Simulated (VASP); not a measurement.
Output of a VASP run:

### OSZICAR
```
       N       E                     dE             d eps       ncg     rms          rms(c)
DAV:   1     0.444012066265E+02    0.44401E+02   -0.66114E+03  3510   0.117E+03
DAV:   2    -0.126596003349E+02   -0.57061E+02   -0.56269E+02  4537   0.244E+02
DAV:   3    -0.132923217422E+02   -0.63272E+00   -0.61505E+00  4038   0.256E+01
DAV:   4    -0.132967698029E+02   -0.44481E-02   -0.44333E-02  4090   0.170E+00
DAV:   5    -0.132967994064E+02   -0.29603E-04   -0.29600E-04  4003   0.118E-01    0.144E+01
DAV:   6    -0.129395751035E+02    0.35722E+00   -0.37763E-01  3652   0.727E+00    0.697E+00
DAV:   7    -0.128303857378E+02    0.10919E+00   -0.29180E-01  3687   0.604E+00    0.373E-01
DAV:   8    -0.128282235683E+02    0.21622E-02   -0.35780E-03  3831   0.836E-01    0.603E-02
DAV:   9    -0.128282138611E+02    0.97071E-05   -0.61993E-05  3808   0.978E-02    0.281E-02
DAV:  10    -0.128282141549E+02   -0.29379E-06   -0.38737E-06  4315   0.259E-02    0.300E-03
DAV:  11    -0.128282138603E+02    0.29459E-06   -0.13928E-07  2862   0.488E-03    0.513E-04
DAV:  12    -0.128282138854E+02   -0.25111E-07   -0.42784E-09  1833   0.856E-04
   1 F= -.12828214E+02 E0= -.12828214E+02  d E =0.000000E+00
```

File OUTCAR:
```
------------------------ aborting loop because EDIFF is reached ----------------------------------------
  FORCE on cell =-STRESS in cart. coord.  units (eV):
  Direction    XX          YY          ZZ          XY          YZ          ZX
  --------------------------------------------------------------------------------------
  Total       -0.0519535     -0.0519535     -0.0519535      0.0000000     -0.0000000      0.0000000
  in kB       -4.8050820     -4.8050820     -4.8050820      0.0000000     -0.0000000      0.0000000
  external PRESSURE =      -4.8050820 kB  Pullay stress =       0.0000000 kB
  volume of cell :       17.32
      direct lattice vectors                 reciprocal lattice vectors
    -1.630002345  1.630002345  1.630002345     0.000000000  0.306748025  0.306748025
     1.630002345 -1.630002345  1.630002345     0.306748025  0.000000000  0.306748025
     1.630002345  1.630002345 -1.630002345     0.306748025  0.306748025  0.000000000
 POSITION                                       TOTAL-FORCE (eV/Angst)
 -----------------------------------------------------------------------------------
      0.00000      0.00000      0.00000        -0.000000     -0.000000      0.000000
 -----------------------------------------------------------------------------------
    total drift:                               -0.000000      0.000000      0.000000
  FREE ENERGIE OF THE ION-ELECTRON SYSTEM (eV)
  ---------------------------------------------------
  free  energy   TOTEN  =       -12.8282138854 eV

  energy  without entropy=      -12.8282138854  energy(sigma->0) =      -12.82821389

 total charge

# of ion       s       p       d       tot
------------------------------------------
    1        0.380   6.171   2.481   9.032
```
(Selected blocks of OUTCAR.)

File POSCAR:
```
Ta
1
   -1.6300023446     1.6300023446     1.6300023446
    1.6300023446    -1.6300023446     1.6300023446
    1.6300023446     1.6300023446    -1.6300023446
Ta
1
Direct
  0.0000000000   0.0000000000   0.0000000000
```

Q: Reconstruct the remaining input files.

A: One answer among several that fit: the input of the run itself, LDA (Ceperley-Alder, Perdew-Zunger), plane waves, VASP's LDA PAW potentials (set 64).

File KPOINTS:
```
K-points
0
G
 18 18 18
```

### INCAR
```
! general
SYSTEM   =  Ta
PREC     =  Accurate
ENCUT    =  520
LREAL    =  .False.
LASPH    =  .True.

! electronic loop
EDIFF    =  1E-7
NELM     =  100
ALGO     =  Normal
LMAXMIX  =  6

! smearing
ISMEAR   =  -5

! ions
ISIF     =  2

! output
LWAVE    =  .False.
LCHARG   =  .True.
LORBIT   =  11
NEDOS    =  601
```

POTCAR, in this order: Ta_pv (LDA.64 set). Program: vasp_std.

For a metal the tetrahedron method with Blöchl corrections gives inexact stress and forces.

The compound is Ta in the bcc structure. It was relaxed first.
